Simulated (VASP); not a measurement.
Given:

```
CELL_PARAMETERS angstrom
      3.67198     0.00000     0.00000
      0.00000     5.19296     0.00000
      0.00000     0.00000    25.99564
ATOMIC_POSITIONS crystal
  Mg 0.00000 0.00000 0.33368
  Mg 0.50000 0.50000 0.38603
  Mg 0.00000 0.00000 0.46922
  Mg 0.50000 0.50000 0.53078
  Mg 0.00000 0.00000 0.61397
  Mg 0.50000 0.50000 0.66632
  S  0.50000 0.00000 0.39517
  S  0.00000 0.50000 0.32063
  S  0.50000 0.00000 0.53667
  S  0.00000 0.50000 0.46333
  S  0.50000 0.00000 0.67937
  S  0.00000 0.50000 0.60483
```

Calculation: r2SCAN meta-GGA, VASP's PBE PAW potentials (set 64) (plane waves; VASP). Numerical set-up: PREC = Normal, 400 eV cut-off, 6×4×1 Γ-centred mesh, Gaussian smearing of 0.050 eV, potentials Mg S.

Predict the energy per atom (σ→0), band gap (on the k-mesh) with the smallest direct gap where there is one.

| Property | Value |
|---|---|
| band gap (on the k-mesh) | 2.36 eV |
| smallest direct gap (on the k-mesh) | 2.36 eV |
| energy per atom (σ→0) | -7.551 eV/atom |

Total energies compare only between runs with the same potentials, cut-off and functional.

The cell is a thin slab with vacuum, built from MgS (rock salt): (110) face.
